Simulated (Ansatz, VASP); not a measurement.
**Ti (Titanium) in two plane-wave programs**

Aim: how closely do two programs agree when they are given the same cell, functional and k mesh? The cell is taken from a series of runs on this material, whose earlier steps may have relaxed, scaled, displaced or heated it; both programs get it as it stands.

Calculated with Ansatz 0.2.0; plane waves, with VASP 6.6.1 beside it; zone-centre phonons at LDA.

## 1. Set-up

It takes space group P6_3/mmc (No. 194, hexagonal). The conventional cell has a = 2.781 Å, b = 2.781 Å, c = 4.422 Å, α = 90.00°, β = 90.00°, γ = 120.00°. Nearest to Ti lie 12 Ti at 2.73 to 2.78 Å.

As a file:

```
Ti
1.0
     2.78128    0.00000    0.00000
    -1.39064    2.40866    0.00000
     0.00000    0.00000    4.42180
Ti
2
Cartesian
  0.0000 1.6058 1.1054
  1.3906 0.8029 3.3163
```

## 2. VASP: zone-centre phonons, LDA

Second derivatives magnify differences that forces hide, and they need a tight electronic threshold.

Lines of VASP's logs that name or quote its potential files are left out, and so is its time.

File INCAR:

```
SYSTEM = Ti
PREC = Accurate
ENCUT = 500
EDIFF = 1E-08
NELM = 120
ISMEAR = 1
SIGMA = 0.2
LREAL = .FALSE.
ALGO = Normal
GGA = PW92
NBANDS = 18
LASPH = .TRUE.
LORBIT = 11
LWAVE = .FALSE.
LCHARG = .FALSE.
ISIF = 2
IBRION = 8
GGA_COMPAT = .FALSE.
KPAR = 2
```

File POSCAR:

```
Ti
1.0
    2.7812782200      0.0000000000      0.0000000000
   -1.3906391100      2.4086575935      0.0000000000
    0.0000000000      0.0000000000      4.4217975553
Ti
2
Direct
    0.3333333334      0.6666666668      0.2500000000
    0.6666666668      0.3333333334      0.7500000000
```

File KPOINTS:

```
Automatic mesh
0
Gamma
18 18 12
0 0 0
```

Potentials, in the order of the species: Ti_sv (LDA family, release 64).

On the command line:

```sh
mpirun -np 2 vasp_std
```

Numbers of over 12 decimals in the logs are rounded to 6 here.

The program printed:

```text
[banner, memory and clock lines left out]
running    2 mpi-ranks, on    1 nodes
 distrk:  each k-point on    1 cores,    2 groups
 distr:  one band on    1 cores,    1 groups

 POSCAR found type information on POSCAR Ti
 POSCAR found :  1 types and       2 ions
|                                                                             |
|               ----> ADVICE to this user running VASP <----                  |
|                                                                             |
|     You enforced a specific xc type in the INCAR file but a different       |
|     [... a line on the potential file left out ...]
|     I HOPE YOU KNOW WHAT YOU ARE DOING!                                     |
|                                                                             |

 LDA part: xc-table for (Slater(with rela. corr.)+PW92), standard interpolation
 POSCAR, INCAR and KPOINTS ok, starting setup
 FFT: planning ... GRIDC
 FFT: planning ... GRID_SOFT
 FFT: planning ... GRID
 WAVECAR not read
 entering main loop
       N       E                     dE             d eps       ncg     rms          rms(c)
DAV:   1     0.252353467502E+03    0.25235E+03   -0.12867E+04  9332   0.167E+03
DAV:   2     0.105544538213E+02   -0.24180E+03   -0.23850E+03  9496   0.453E+02
DAV:   3    -0.175493850947E+02   -0.28104E+02   -0.27753E+02 17440   0.126E+02
DAV:   4    -0.185505664416E+02   -0.10012E+01   -0.10004E+01 10508   0.254E+01
DAV:   5    -0.185955243670E+02   -0.44958E-01   -0.44950E-01 14066   0.388E+00    0.137E+01
DAV:   6    -0.169715572418E+02    0.16240E+01   -0.55923E+00 11508   0.256E+01    0.403E+00
DAV:   7    -0.169592827478E+02    0.12274E-01   -0.75745E-01 14034   0.669E+00    0.214E+00
DAV:   8    -0.169969025467E+02   -0.37620E-01   -0.26525E-01 10492   0.630E+00    0.825E-01
DAV:   9    -0.169874137419E+02    0.94888E-02   -0.51623E-02 10772   0.272E+00    0.113E-01
DAV:  10    -0.169879827447E+02   -0.56900E-03   -0.34553E-03 13030   0.408E-01    0.853E-02
DAV:  11    -0.169879664979E+02    0.16247E-04   -0.25734E-04 12790   0.143E-01    0.311E-02
DAV:  12    -0.169879571566E+02    0.93412E-05   -0.29068E-05 11014   0.561E-02    0.377E-03
DAV:  13    -0.169879565382E+02    0.61842E-06   -0.17732E-06 11694   0.143E-02    0.367E-03
DAV:  14    -0.169879568930E+02   -0.35483E-06   -0.79878E-07  9950   0.781E-03    0.194E-03
DAV:  15    -0.169879568516E+02    0.41433E-07   -0.12066E-07 10228   0.237E-03    0.846E-05
DAV:  16    -0.169879568502E+02    0.14516E-08   -0.27873E-09  5468   0.430E-04
   1 F= -.16987957E+02 E0= -.16988653E+02  d E =0.208761E-02
 Linear response reoptimize wavefunctions to high precision
DAV:   1    -0.169879568516E+02   -0.14593E-08   -0.53050E-10  5950   0.173E-04
DAV:   2    -0.169879568516E+02    0.59117E-11   -0.10570E-10  5088   0.777E-05
 Linear response DOF=           2
 Linear response progress:
  Degree of freedom:   1/  2
       N       E                     dE             d eps       ncg     rms          rms(c)
RMM:   1    -0.517239782804E+00   -0.51724E+00    0.30711E+01 41491   0.137E+02
RMM:   2    -0.494342236699E+00    0.22898E-01   -0.31370E-01 74921   0.468E+00    0.311E-01
RMM:   3    -0.491751422016E+00    0.25908E-02   -0.19759E-02 83459   0.125E+00    0.139E-01
RMM:   4    -0.492555505448E+00   -0.80408E-03   -0.73150E-03 98182   0.539E-01    0.192E-02
RMM:   5    -0.493299765654E+00   -0.74426E-03   -0.15590E-03103517   0.211E-01    0.102E-02
RMM:   6    -0.493706574938E+00   -0.40681E-03   -0.62052E-04101144   0.101E-01    0.112E-02
RMM:   7    -0.494128290124E+00   -0.42172E-03   -0.11502E-04 94815   0.500E-02    0.390E-03
RMM:   8    -0.494440842222E+00   -0.31255E-03   -0.38057E-05 98613   0.281E-02    0.196E-03
RMM:   9    -0.494428617693E+00    0.12225E-04   -0.13024E-05103365   0.147E-02    0.825E-04
RMM:  10    -0.494444867060E+00   -0.16249E-04   -0.32491E-06103583   0.806E-03    0.293E-04
RMM:  11    -0.494461858880E+00   -0.16992E-04   -0.98922E-06101623   0.469E-03    0.173E-04
RMM:  12    -0.494458988439E+00    0.28704E-05   -0.25784E-06105887   0.268E-03    0.433E-05
RMM:  13    -0.494456257831E+00    0.27306E-05   -0.55261E-06104546   0.169E-03    0.949E-05
RMM:  14    -0.494460998422E+00   -0.47406E-05   -0.27966E-06 95857   0.117E-03    0.389E-05
RMM:  15    -0.494458963279E+00    0.20351E-05   -0.38287E-06101544   0.816E-04    0.359E-05
RMM:  16    -0.494459077932E+00   -0.11465E-06   -0.17502E-06107335   0.593E-04    0.345E-05
RMM:  17    -0.494459169817E+00   -0.91885E-07   -0.23087E-06103301   0.443E-04    0.373E-05
 first order change of Fermi-energy   0.70591E-04
 force on displaced ion       1 direction 1 :  -0.816  -0.000   0.000
 Linear response progress:
  Degree of freedom:   2/  2
       N       E                     dE             d eps       ncg     rms          rms(c)
RMM:   1    -0.638661765698E+00   -0.63866E+00    0.33805E+01 14258   0.139E+02
RMM:   2    -0.601364829411E+00    0.37297E-01   -0.32668E-01 26261   0.478E+00    0.324E-01
RMM:   3    -0.599388262212E+00    0.19766E-02   -0.25030E-02 28572   0.134E+00    0.142E-01
RMM:   4    -0.601095417609E+00   -0.17072E-02   -0.96969E-03 32948   0.592E-01    0.404E-02
RMM:   5    -0.601663973415E+00   -0.56856E-03   -0.19089E-03 31119   0.239E-01    0.239E-02
RMM:   6    -0.602321863926E+00   -0.65789E-03   -0.84639E-04 33775   0.126E-01    0.107E-02
RMM:   7    -0.602599303783E+00   -0.27744E-03   -0.18327E-04 34481   0.553E-02    0.784E-03
RMM:   8    -0.603276144174E+00   -0.67684E-03   -0.19266E-05 29681   0.359E-02    0.414E-03
RMM:   9    -0.603254593274E+00    0.21551E-04    0.41431E-05 33763   0.179E-02    0.172E-03
RMM:  10    -0.603207835784E+00    0.46757E-04   -0.44938E-06 33241   0.999E-03    0.419E-04
RMM:  11    -0.603213682681E+00   -0.58469E-05    0.16302E-05 35809   0.557E-03    0.315E-04
RMM:  12    -0.603223248524E+00   -0.95658E-05    0.14323E-06 34615   0.334E-03    0.120E-04
RMM:  13    -0.603228528921E+00   -0.52804E-05    0.84705E-06 35068   0.222E-03    0.719E-05
RMM:  14    -0.603228205774E+00    0.32315E-06   -0.72694E-07 35687   0.150E-03    0.174E-05
RMM:  15    -0.603228499386E+00   -0.29361E-06    0.21006E-06 35982   0.109E-03    0.136E-05
RMM:  16    -0.603229107317E+00   -0.60793E-06   -0.18290E-06 36246   0.843E-04    0.150E-05
RMM:  17    -0.603228989944E+00    0.11737E-06   -0.71727E-08 35431   0.685E-04    0.220E-05
RMM:  18    -0.603229242704E+00   -0.25276E-06   -0.14664E-06 34501   0.584E-04    0.196E-05
RMM:  19    -0.603229165582E+00    0.77122E-07   -0.35264E-07 33089   0.516E-04    0.174E-05
RMM:  20    -0.603229303646E+00   -0.13806E-06   -0.10302E-06 34428   0.462E-04    0.158E-05
RMM:  21    -0.603229364484E+00   -0.60838E-07   -0.48707E-07 35342   0.417E-04    0.197E-05
RMM:  22    -0.603229464411E+00   -0.99928E-07   -0.73377E-07 30803   0.391E-04    0.163E-05
RMM:  23    -0.603229491681E+00   -0.27269E-07   -0.46683E-07 34152   0.357E-04    0.175E-05
 first order change of Fermi-energy  -0.18871E-03
 force on displaced ion       1 direction 3 :  -0.000   0.000  -5.986
 Linear response finished
```

Parts of OUTCAR (step 2):

```text
ion  position               nearest neighbor table
   1  0.333  0.667  0.250-   2 2.73   2 2.73   2 2.73   2 2.73   2 2.73   2 2.73
   2  0.667  0.333  0.750-   1 2.73   1 2.73   1 2.73   1 2.73   1 2.73   1 2.73

  LATTYP: Found a hexagonal cell.
 ALAT       =     2.7812782200
 C/A-ratio  =     1.5898436638

 Subroutine GETGRP returns: Found 24 space group operations
 (whereof 12 operations were pure point group operations)

The static configuration has the point symmetry D_3d.
 The point group associated with its full space group is D_6h.

 Found    259 irreducible k-points:

   k-points           NKPTS =    259   k-points in BZ     NKDIM =    259   number of bands    NBANDS=     18

   dimension x,y,z NGX =    20 NGY =   20 NGZ =   32
   dimension x,y,z NGXF=    40 NGYF=   40 NGZF=   64

   ENCUT  =  500.0 eV  36.75 Ry    6.06 a.u.   5.07  5.07  8.06*2*pi/ulx,y,z

   NELECT =      24.0000    total number of electrons

 k-points in reciprocal lattice and weights: Automatic mesh
   0.00000000  0.00000000  0.00000000       0.000
   0.05555556 -0.00000000  0.00000000       0.002
   0.11111111 -0.00000000  0.00000000       0.002
   0.16666667  0.00000000  0.00000000       0.002
   0.22222222 -0.00000000  0.00000000       0.002
   0.27777778  0.00000000  0.00000000       0.002
   0.33333333  0.00000000  0.00000000       0.002
   0.38888889  0.00000000  0.00000000       0.002
   0.44444444 -0.00000000  0.00000000       0.002
[...]
0.33333333  0.27777778  0.50000000       0.003
   0.33333333  0.33333333  0.50000000       0.001

 average (electrostatic) potential at core
       1 -70.4088       2 -70.4088

  Total        2.1528028      2.1528028      2.1597691     -0.0000000     -0.0000000      0.0000000
  in kB      116.4384640    116.4384640    116.8152537     -0.0000000     -0.0000000      0.0000000
  external PRESSURE =     116.5640606 kB  Pullay stress =       0.0000000 kB

  energy-cutoff  :      500.00
  volume of cell :       29.62
      direct lattice vectors                 reciprocal lattice vectors
     2.781278220  0.000000000  0.000000000     0.359546914  0.207584507  0.000000000
    -1.390639110  2.408657594  0.000000000     0.000000000  0.415169015  0.000000000
     0.000000000  0.000000000  4.421797555     0.000000000  0.000000000  0.226152371

 POSITION                                       TOTAL-FORCE (eV/Angst)
 -----------------------------------------------------------------------------------
      0.00000      1.60577      1.10545         0.000000     -0.000000      0.000000
      1.39064      0.80289      3.31635        -0.000000      0.000000      0.000000
 -----------------------------------------------------------------------------------
    total drift:                               -0.000000     -0.000000      0.000000

 Eigenvectors and eigenvalues of the dynamical matrix
 ----------------------------------------------------

   1 f  =    7.817582 THz    49.119314 2PiTHz  260.766453 cm-1    32.330905 meV
             X         Y         Z           dx          dy          dz
      0.000000  1.605772  1.105449    -0.000000   -0.000000    0.707107
      1.390639  0.802886  3.316348     0.000000    0.000000   -0.707107

   2 f  =    2.887123 THz    18.140329 2PiTHz   96.304059 cm-1    11.940176 meV
             X         Y         Z           dx          dy          dz
      0.000000  1.605772  1.105449     0.707107   -0.000000    0.000000
      1.390639  0.802886  3.316348    -0.707107    0.000000    0.000000

   3 f  =    2.887123 THz    18.140329 2PiTHz   96.304059 cm-1    11.940176 meV
             X         Y         Z           dx          dy          dz
      0.000000  1.605772  1.105449     0.000000    0.707107   -0.000000
      1.390639  0.802886  3.316348    -0.000000   -0.707107   -0.000000

   4 f  =    0.000000 THz     0.000000 2PiTHz    0.000002 cm-1     0.000000 meV
             X         Y         Z           dx          dy          dz
      0.000000  1.605772  1.105449    -0.000000    0.124786    0.696009
      1.390639  0.802886  3.316348     0.000000    0.124786    0.696009

   5 f  =    0.000000 THz     0.000000 2PiTHz    0.000001 cm-1     0.000000 meV
             X         Y         Z           dx          dy          dz
      0.000000  1.605772  1.105449    -0.000000    0.696009   -0.124786
      1.390639  0.802886  3.316348     0.000000    0.696009   -0.124786

   6 f  =    0.000000 THz     0.000000 2PiTHz    0.000000 cm-1     0.000000 meV
             X         Y         Z           dx          dy          dz
      0.000000  1.605772  1.105449     0.707107   -0.000000   -0.000000
      1.390639  0.802886  3.316348     0.707107    0.000000    0.000000

 ELASTIC MODULI CONTR FROM IONIC RELAXATION (kBar)
 Direction    XX          YY          ZZ          XY          YZ          ZX
 --------------------------------------------------------------------------------
 XX        -244.0641    244.0641      0.0000     -0.0000      0.0000      0.0000
 YY         244.0641   -244.0641     -0.0000      0.0000     -0.0000      0.0000
 ZZ           0.0000     -0.0000     -0.0000      0.0000     -0.0000      0.0000
 XY          -0.0000      0.0000      0.0000   -244.0641      0.0000      0.0000
 YZ           0.0000     -0.0000     -0.0000      0.0000     -0.0000      0.0000
 ZX           0.0000      0.0000      0.0000      0.0000      0.0000      0.0000
 --------------------------------------------------------------------------------
```

[end of part 1 of 2]

[Lines on the potential files, build, host, timing and source positions are cut from VASP's logs without a mark.]

[Logs are printed without paths, hosts, clocks, repeated set-up lines and the standing remarks that a program may print on its own settings, such as how far it seeks lower states.]

[Hosts, paths, dates, database ids (printed as entryN), source tags and the programs' standing remarks are cut or masked in the printed files.]
